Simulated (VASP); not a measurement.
Runs of VASP 6.6.1 on Hf. The cell holds a slab with vacuum, 7 atoms: a = 3.197 Å, b = 3.197 Å, c = 30.173 Å, α = 90.00°, β = 90.00°, γ = 120.00°. The slab is cut from a database's or a generator's crystal, which needn't be the stable form of the element.

| task | level | U | cell | k mesh | smearing | further INCAR settings | gap on the mesh (eV) | largest force (eV/Å) | work function (eV) |
| --- | --- | --- | --- | --- | --- | --- | --- | --- | --- |
| single point | PBE+U | Hf d U = 5 eV | as given | 7 × 7 × 1 | fermi-dirac 0.05 eV | ALGO = Fast; EDIFF = 1e-06 | none | 0.53 | 4.54 |
| single point | PBE | - | as given | 7 × 7 × 1 | fermi-dirac 0.05 eV | ALGO = Fast; EDIFF = 1e-06 | none | 0.84 | (b) |
| work function | PBE | - | the (0 0 1) slab of Hf, cut from the database cell, not relaxed | 10 × 10 × 1 | gaussian 0.05 eV | ALGO = Normal; EDIFF = 1e-07 | none | 0.78 | 4.38 |
| single point | PBE+U | Hf d U = 2 eV | as given | 7 × 7 × 1 | fermi-dirac 0.05 eV | ALGO = Fast; EDIFF = 1e-06 | none | 0.74 | (a) |
| single point | PBE+U | Hf d U = 6 eV | as given | 7 × 7 × 1 | fermi-dirac 0.05 eV | ALGO = Fast; EDIFF = 1e-06 | none | 0.78 | 4.54 |

Alike in all rows: potentials or basis VASP PAW PBE potentials, release 64 (Hf_pv); no spin polarisation; cutoff (eV) 520.

Problem. Estimate the missing entries.

Solution. (a) 4.46; (b) 4.40.

Caveats: U without spin polarisation on a metal has little footing (some runs); the U is typed as a test and isn't derived for this compound (some runs).

A k mesh can miss the band edges, and the runs leave out spin-orbit coupling on Hf.

A gap of «none» marks a metal or a gap under the smearing width.

Not every run made on this cell is shown here.
